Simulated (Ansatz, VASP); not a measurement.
**TiB2 in two plane-wave programs**

One calculation is typed for both programs; each brings its own data sets. How far apart do they land? The cell is taken from a series of runs on this material, whose earlier steps may have relaxed, scaled, displaced or heated it; both programs get it as it stands.

Calculated with Ansatz 0.2.0; plane waves, with VASP 6.6.1 beside it; zone-centre phonons at LDA.

**1. Set-up**

Symmetry: P6/mmm, No. 191, hexagonal system. The conventional cell has a = 2.940 Å, b = 2.940 Å, c = 3.080 Å, α = 90.00°, β = 90.00°, γ = 120.00°. Nearest to B lie 3 B at 1.70 Å and 6 Ti at 2.29 Å. Nearest to Ti lie 12 B at 2.29 Å. Farther neighbours are not listed.

**2. VASP: zone-centre phonons, LDA**

Second derivatives magnify differences that forces hide, and they need a tight electronic threshold.

Lines of VASP's logs that name or quote its potential files are left out, and so is its time.

The input, INCAR:

```
SYSTEM = TiB2
PREC = Accurate
ENCUT = 500
EDIFF = 1E-08
NELM = 120
ISMEAR = 1
SIGMA = 0.2
LREAL = .FALSE.
ALGO = Normal
GGA = CA
NBANDS = 15
LASPH = .TRUE.
LORBIT = 11
LWAVE = .FALSE.
LCHARG = .FALSE.
ISIF = 2
IBRION = 8
GGA_COMPAT = .FALSE.
KPAR = 2
```

The input, POSCAR:

```
TiB2
1.0
    2.9396625882      0.0000000000      0.0000000000
   -1.4698312941      2.5458224799      0.0000000000
    0.0000000000      0.0000000000      3.0804117009
B Ti
2 1
Direct
    0.3333333333      0.6666666667      0.5000000000
    0.6666666667      0.3333333333      0.5000000000
    0.0000000000      0.0000000000      0.0000000000
```

The input, KPOINTS:

```
Automatic mesh
0
Gamma
18 18 16
0 0 0
```

PAW data sets: B and Ti_sv (LDA family, release 64).

Command:

```console
$ mpirun -np 2 vasp_std
```

Numbers of over 12 decimals in the logs are rounded to 6 here.

Log:

```text
[banner, memory and clock lines left out]
running    2 mpi-ranks, on    1 nodes
 distrk:  each k-point on    1 cores,    2 groups
 distr:  one band on    1 cores,    1 groups

 POSCAR found type information on POSCAR B Ti
 POSCAR found :  2 types and       3 ions
 LDA part: xc-table for (Slater(with rela. corr.)+CA(PZ))
 , standard interpolation
 POSCAR, INCAR and KPOINTS ok, starting setup
 FFT: planning ... GRIDC
 FFT: planning ... GRID_SOFT
 FFT: planning ... GRID
 WAVECAR not read
 entering main loop
       N       E                     dE             d eps       ncg     rms          rms(c)
DAV:   1     0.121471583472E+03    0.12147E+03   -0.89021E+03 10014   0.135E+03
DAV:   2    -0.247619310289E+02   -0.14623E+03   -0.14137E+03 10410   0.359E+02
DAV:   3    -0.319984158186E+02   -0.72365E+01   -0.71734E+01 14146   0.785E+01
DAV:   4    -0.321957748453E+02   -0.19736E+00   -0.19723E+00 12312   0.114E+01
DAV:   5    -0.322009834975E+02   -0.52087E-02   -0.52084E-02 14671   0.153E+00    0.190E+01
DAV:   6    -0.268115150142E+02    0.53895E+01   -0.20446E+01 13969   0.547E+01    0.423E+00
DAV:   7    -0.268246751027E+02   -0.13160E-01   -0.11854E+00 10649   0.125E+01    0.398E+00
DAV:   8    -0.268281257522E+02   -0.34506E-02   -0.82706E-02 15758   0.246E+00    0.977E-01
DAV:   9    -0.268299449859E+02   -0.18192E-02   -0.21181E-02 12388   0.207E+00    0.212E-01
DAV:  10    -0.268297323141E+02    0.21267E-03   -0.35512E-03 13494   0.806E-01    0.121E-01
DAV:  11    -0.268296241064E+02    0.10821E-03   -0.30196E-04 12313   0.184E-01    0.752E-02
DAV:  12    -0.268296149618E+02    0.91447E-05   -0.40823E-05 13850   0.718E-02    0.151E-02
DAV:  13    -0.268296145719E+02    0.38992E-06   -0.39943E-06 13829   0.187E-02    0.158E-03
DAV:  14    -0.268296145761E+02   -0.42896E-08   -0.35035E-07 10949   0.622E-03    0.232E-03
DAV:  15    -0.268296145401E+02    0.36001E-07   -0.42094E-08 10735   0.259E-03    0.205E-04
DAV:  16    -0.268296145376E+02    0.25218E-08   -0.49603E-09  5674   0.766E-04
   1 F= -.26829615E+02 E0= -.26829704E+02  d E =0.267171E-03
 Linear response reoptimize wavefunctions to high precision
DAV:   1    -0.268296145391E+02   -0.14350E-08   -0.70787E-10  6500   0.299E-04
DAV:   2    -0.268296145391E+02   -0.11141E-10   -0.13150E-10  5303   0.920E-05
 Linear response DOF=           4
 Linear response progress:
  Degree of freedom:   1/  4
       N       E                     dE             d eps       ncg     rms          rms(c)
RMM:   1    -0.531291488623E-01   -0.53129E-01   -0.32254E-02101525   0.157E+00
RMM:   2    -0.469150415345E-01    0.62141E-02   -0.30380E-03 85840   0.397E-01    0.190E-01
RMM:   3    -0.465897065266E-01    0.32534E-03   -0.12745E-03 86604   0.206E-01    0.930E-02
RMM:   4    -0.472147913072E-01   -0.62508E-03   -0.89840E-04 85970   0.158E-01    0.959E-03
RMM:   5    -0.472166383901E-01   -0.18471E-05   -0.15474E-04104886   0.562E-02    0.343E-03
RMM:   6    -0.472390322103E-01   -0.22394E-04   -0.29278E-05107843   0.233E-02    0.162E-03
RMM:   7    -0.472309046304E-01    0.81276E-05   -0.60468E-06106100   0.102E-02    0.511E-04
RMM:   8    -0.472376956871E-01   -0.67911E-05   -0.14528E-06105864   0.511E-03    0.276E-04
RMM:   9    -0.472356243800E-01    0.20713E-05   -0.69554E-07109204   0.258E-03    0.743E-05
RMM:  10    -0.472357473065E-01   -0.12293E-06   -0.42977E-07108267   0.131E-03    0.306E-05
RMM:  11    -0.472356082800E-01    0.13903E-06   -0.12388E-07111219   0.681E-04    0.242E-05
RMM:  12    -0.472355714363E-01    0.36844E-07   -0.11225E-07111282   0.365E-04    0.143E-05
RMM:  13    -0.472354577700E-01    0.11367E-06   -0.47620E-08108683   0.200E-04    0.506E-06
RMM:  14    -0.472354955863E-01   -0.37816E-07   -0.32421E-08110816   0.110E-04    0.620E-06
RMM:  15    -0.472354949623E-01    0.62400E-09   -0.11231E-08111127   0.613E-05    0.461E-06
 first order change of Fermi-energy   0.56379E-04
 force on displaced ion       1 direction 1 : -24.118   0.000   0.000
 Linear response progress:
  Degree of freedom:   2/  4
       N       E                     dE             d eps       ncg     rms          rms(c)
RMM:   1    -0.486637923398E-01   -0.48664E-01    0.97830E-03 32076   0.195E+00
RMM:   2    -0.462438567893E-01    0.24199E-02   -0.28043E-03 30121   0.389E-01    0.145E-01
RMM:   3    -0.460924261558E-01    0.15143E-03   -0.13006E-03 30739   0.207E-01    0.695E-02
RMM:   4    -0.465807476942E-01   -0.48832E-03   -0.67793E-04 31406   0.143E-01    0.129E-02
RMM:   5    -0.466441405255E-01   -0.63393E-04   -0.13305E-04 35683   0.576E-02    0.357E-03
RMM:   6    -0.466697741966E-01   -0.25634E-04   -0.27072E-05 37396   0.256E-02    0.142E-03
RMM:   7    -0.466583044214E-01    0.11470E-04   -0.62495E-06 36465   0.117E-02    0.610E-04
RMM:   8    -0.466624176916E-01   -0.41133E-05   -0.84142E-07 36581   0.603E-03    0.182E-04
RMM:   9    -0.466620663568E-01    0.35133E-06   -0.18878E-06 37605   0.295E-03    0.121E-04
RMM:  10    -0.466615817702E-01    0.48459E-06   -0.16652E-06 36553   0.152E-03    0.891E-05
RMM:  11    -0.466621907108E-01   -0.60894E-06   -0.78365E-07 36738   0.759E-04    0.417E-05
RMM:  12    -0.466621398595E-01    0.50851E-07   -0.37763E-07 37220   0.424E-04    0.116E-05
RMM:  13    -0.466621131494E-01    0.26710E-07   -0.25161E-07 39206   0.215E-04    0.502E-06
RMM:  14    -0.466621240722E-01   -0.10923E-07   -0.10247E-07 37332   0.120E-04    0.100E-05
RMM:  15    -0.466621213003E-01    0.27719E-08   -0.63019E-08 38160   0.613E-05    0.950E-06
 first order change of Fermi-energy  -0.25912E-03
 force on displaced ion       1 direction 3 :   0.000  -0.000 -12.256
 Linear response progress:
  Degree of freedom:   3/  4
       N       E                     dE             d eps       ncg     rms          rms(c)
RMM:   1    -0.661696167989E+00   -0.66170E+00    0.85729E+00 24885   0.128E+02
RMM:   2    -0.622291441944E+00    0.39405E-01   -0.31784E-01 41212   0.510E+00    0.190E-01
RMM:   3    -0.621327981028E+00    0.96346E-03   -0.22613E-02 48747   0.124E+00    0.853E-02
RMM:   4    -0.621324283159E+00    0.36979E-05   -0.11703E-02 54192   0.549E-01    0.164E-02
RMM:   5    -0.622165458019E+00   -0.84117E-03   -0.11951E-03 55981   0.194E-01    0.853E-03
RMM:   6    -0.622489932563E+00   -0.32447E-03   -0.28598E-04 57517   0.825E-02    0.468E-03
RMM:   7    -0.622744581783E+00   -0.25465E-03   -0.65890E-05 54153   0.392E-02    0.848E-04
RMM:   8    -0.622728908937E+00    0.15673E-04   -0.22953E-05 59197   0.175E-02    0.399E-04
RMM:   9    -0.622749515036E+00   -0.20606E-04   -0.13231E-05 57687   0.941E-03    0.115E-04
RMM:  10    -0.622748260902E+00    0.12541E-05   -0.94818E-06 60071   0.510E-03    0.837E-05
RMM:  11    -0.622749271082E+00   -0.10102E-05   -0.67154E-06 59697   0.314E-03    0.108E-04
RMM:  12    -0.622755879774E+00   -0.66087E-05   -0.43012E-06 54959   0.215E-03    0.488E-05
RMM:  13    -0.622752994070E+00    0.28857E-05   -0.30350E-06 56536   0.152E-03    0.633E-05
RMM:  14    -0.622753071111E+00   -0.77041E-07   -0.23853E-06 60569   0.114E-03    0.742E-05
RMM:  15    -0.622753834425E+00   -0.76331E-06   -0.19273E-06 56649   0.905E-04    0.635E-05
RMM:  16    -0.622753857680E+00   -0.23255E-07   -0.13882E-06 61115   0.745E-04    0.700E-05
 first order change of Fermi-energy   0.30188E-03
 force on displaced ion       3 direction 1 : -18.624  -0.000   0.000
 Linear response progress:
  Degree of freedom:   4/  4
       N       E                     dE             d eps       ncg     rms          rms(c)
RMM:   1    -0.759436583640E+00   -0.75944E+00    0.19418E+00 10265   0.124E+02
RMM:   2    -0.709157455506E+00    0.50279E-01   -0.30018E-01 16388   0.474E+00    0.212E-01
RMM:   3    -0.708533320511E+00    0.62413E-03   -0.24167E-02 19134   0.119E+00    0.949E-02
RMM:   4    -0.709287930847E+00   -0.75461E-03   -0.15667E-02 20968   0.565E-01    0.238E-02
RMM:   5    -0.710277609989E+00   -0.98968E-03   -0.14278E-03 21902   0.185E-01    0.163E-02
RMM:   6    -0.711329123279E+00   -0.10515E-02   -0.30402E-04 19846   0.948E-02    0.571E-03
RMM:   7    -0.711177551670E+00    0.15157E-03   -0.72267E-05 22047   0.380E-02    0.102E-03
RMM:   8    -0.711161670894E+00    0.15881E-04   -0.31088E-05 23044   0.183E-02    0.660E-04
RMM:   9    -0.711181549615E+00   -0.19879E-04   -0.18812E-05 22861   0.937E-03    0.193E-04
RMM:  10    -0.711181813494E+00   -0.26388E-06   -0.76869E-06 22875   0.531E-03    0.265E-04
RMM:  11    -0.711184837172E+00   -0.30237E-05   -0.70504E-06 23194   0.331E-03    0.236E-04
RMM:  12    -0.711184401197E+00    0.43597E-06   -0.25869E-06 24149   0.223E-03    0.271E-04
RMM:  13    -0.711184454021E+00   -0.52824E-07   -0.48556E-06 23287   0.164E-03    0.306E-04
RMM:  14    -0.711184103843E+00    0.35018E-06   -0.28550E-06 23597   0.128E-03    0.325E-04
RMM:  15    -0.711186359282E+00   -0.22554E-05   -0.31425E-06 20583   0.109E-03    0.284E-04
 first order change of Fermi-energy   0.19191E-02
 force on displaced ion       3 direction 3 :  -0.000   0.000 -20.137
 Linear response finished
```

OUTCAR, selected parts (step 2):

```text
ion  position               nearest neighbor table
   1  0.333  0.667  0.500-   2 1.70   2 1.70   2 1.70   3 2.29   3 2.29   3 2.29   3 2.29   3 2.29
                             3 2.29
   2  0.667  0.333  0.500-   1 1.70   1 1.70   1 1.70   3 2.29   3 2.29   3 2.29   3 2.29   3 2.29
                             3 2.29
   3  0.000  0.000  0.000-   1 2.29   2 2.29   1 2.29   2 2.29   1 2.29   1 2.29   2 2.29   2 2.29
                             2 2.29   2 2.29   1 2.29   1 2.29

  LATTYP: Found a hexagonal cell.
 ALAT       =     2.9396625882
 C/A-ratio  =     1.0478793428

 Subroutine GETGRP returns: Found 24 space group operations
 (whereof 24 operations were pure point group operations)

The static configuration has the point symmetry D_6h.

 Found    333 irreducible k-points:

   k-points           NKPTS =    333   k-points in BZ     NKDIM =    333   number of bands    NBANDS=     15

   dimension x,y,z NGX =    24 NGY =   24 NGZ =   24
   dimension x,y,z NGXF=    48 NGYF=   48 NGZF=   48

   ENCUT  =  500.0 eV  36.75 Ry    6.06 a.u.   5.36  5.36  5.62*2*pi/ulx,y,z

   NELECT =      18.0000    total number of electrons

 k-points in reciprocal lattice and weights: Automatic mesh
   0.00000000  0.00000000  0.00000000       0.000
   0.05555556  0.00000000  0.00000000       0.001
   0.11111111  0.00000000  0.00000000       0.001
   0.16666667  0.00000000  0.00000000       0.001
   0.22222222 -0.00000000  0.00000000       0.001
   0.27777778  0.00000000  0.00000000       0.001
   0.33333333  0.00000000  0.00000000       0.001
   0.38888889  0.00000000  0.00000000       0.001
   0.44444444 -0.00000000  0.00000000       0.001
[...]
0.33333333  0.27777778  0.50000000       0.002
   0.33333333  0.33333333  0.50000000       0.000

 average (electrostatic) potential at core
       1 -26.1463       2 -26.1463       3 -69.2981

  Total        2.8780909      2.8780909      2.8706817      0.0000000     -0.0000000     -0.0000000
  in kB      200.0233638    200.0233638    199.5084327      0.0000000     -0.0000000     -0.0000000
  external PRESSURE =     199.8517201 kB  Pullay stress =       0.0000000 kB

  energy-cutoff  :      500.00
  volume of cell :       23.05
      direct lattice vectors                 reciprocal lattice vectors
     2.939662588  0.000000000  0.000000000     0.340175095  0.196400183  0.000000000
    -1.469831294  2.545822480  0.000000000     0.000000000  0.392800365  0.000000000
     0.000000000  0.000000000  3.080411701     0.000000000  0.000000000  0.324631931

 POSITION                                       TOTAL-FORCE (eV/Angst)
 -----------------------------------------------------------------------------------
     -0.00000      1.69721      1.54021        -0.000000      0.000000      0.000000
      1.46983      0.84861      1.54021         0.000000     -0.000000      0.000000
      0.00000      0.00000      0.00000         0.000000      0.000000      0.000000
 -----------------------------------------------------------------------------------
    total drift:                               -0.000000      0.000000      0.000000

 Eigenvectors and eigenvalues of the dynamical matrix
 ----------------------------------------------------

   1 f  =   29.672057 THz   186.435032 2PiTHz  989.753282 cm-1   122.713712 meV
             X         Y         Z           dx          dy          dz
     -0.000000  1.697215  1.540206     0.707107   -0.000000    0.000000
      1.469831  0.848607  1.540206    -0.707107    0.000000   -0.000000
      0.000000  0.000000  0.000000    -0.000000   -0.000000    0.000000

   2 f  =   29.672057 THz   186.435032 2PiTHz  989.753282 cm-1   122.713712 meV
             X         Y         Z           dx          dy          dz
     -0.000000  1.697215  1.540206    -0.000000   -0.707107    0.000000
      1.469831  0.848607  1.540206     0.000000    0.707107   -0.000000
      0.000000  0.000000  0.000000    -0.000000    0.000000    0.000000

   3 f  =   18.152781 THz   114.057285 2PiTHz  605.511586 cm-1    75.073835 meV
             X         Y         Z           dx          dy          dz
     -0.000000  1.697215  1.540206     0.000000   -0.000000   -0.586543
      1.469831  0.848607  1.540206     0.000000   -0.000000   -0.586543
      0.000000  0.000000  0.000000    -0.000000    0.000000    0.558510

   4 f  =   18.094689 THz   113.692286 2PiTHz  603.573869 cm-1    74.833589 meV
             X         Y         Z           dx          dy          dz
     -0.000000  1.697215  1.540206    -0.000000    0.000000    0.707107
      1.469831  0.848607  1.540206    -0.000000    0.000000   -0.707107
      0.000000  0.000000  0.000000     0.000000   -0.000000    0.000000

   5 f  =   17.466393 THz   109.744585 2PiTHz  582.616162 cm-1    72.235165 meV
             X         Y         Z           dx          dy          dz
     -0.000000  1.697215  1.540206     0.586678    0.000002    0.000000
      1.469831  0.848607  1.540206     0.586678    0.000002   -0.000000
      0.000000  0.000000  0.000000    -0.558227   -0.000002    0.000000

   6 f  =   17.466393 THz   109.744585 2PiTHz  582.616162 cm-1    72.235165 meV
             X         Y         Z           dx          dy          dz
     -0.000000  1.697215  1.540206    -0.000002    0.586678   -0.000000
      1.469831  0.848607  1.540206    -0.000002    0.586678    0.000000
      0.000000  0.000000  0.000000     0.000002   -0.558227    0.000000

   7 f/i=    0.009783 THz     0.061469 2PiTHz    0.326330 cm-1     0.040460 meV
             X         Y         Z           dx          dy          dz
     -0.000000  1.697215  1.540206    -0.254570    0.301667   -0.000000
      1.469831  0.848607  1.540206    -0.254570    0.301667   -0.000000
      0.000000  0.000000  0.000000    -0.535090    0.634083   -0.000000

   8 f/i=    0.009783 THz     0.061469 2PiTHz    0.326330 cm-1     0.040460 meV
             X         Y         Z           dx          dy          dz
     -0.000000  1.697215  1.540206    -0.301667   -0.254570    0.000000
      1.469831  0.848607  1.540206    -0.301667   -0.254570    0.000000
      0.000000  0.000000  0.000000    -0.634083   -0.535090    0.000000

   9 f/i=    0.016356 THz     0.102767 2PiTHz    0.545572 cm-1     0.067642 meV
             X         Y         Z           dx          dy          dz
     -0.000000  1.697215  1.540206     0.000000    0.000000    0.394926
      1.469831  0.848607  1.540206     0.000000    0.000000    0.394926
      0.000000  0.000000  0.000000     0.000000    0.000000    0.829498

 ELASTIC MODULI CONTR FROM IONIC RELAXATION (kBar)
 Direction    XX          YY          ZZ          XY          YZ          ZX
 --------------------------------------------------------------------------------
 XX         -81.3933     81.3933      0.0000     -0.0000     -0.0000      0.0000
 YY          81.3933    -81.3933      0.0000      0.0000      0.0000      0.0000
 ZZ           0.0000      0.0000      0.0000      0.0000      0.0000      0.0000
 XY          -0.0000      0.0000      0.0000    -81.3933     -0.0000      0.0000
 YZ          -0.0000      0.0000      0.0000     -0.0000     -0.0000      0.0000
 ZX           0.0000      0.0000      0.0000      0.0000      0.0000      0.0000
 --------------------------------------------------------------------------------
```

(Continued in part 2 of 2.)

[Lines on the potential files, build, host, timing and source positions are cut from VASP's logs without a mark.]

[Logs are printed without paths, hosts, clocks, repeated set-up lines and the standing remarks that a program may print on its own settings, such as how far it seeks lower states.]

[Hosts, paths, dates, database ids (printed as entryN), source tags and the programs' standing remarks are cut or masked in the printed files.]
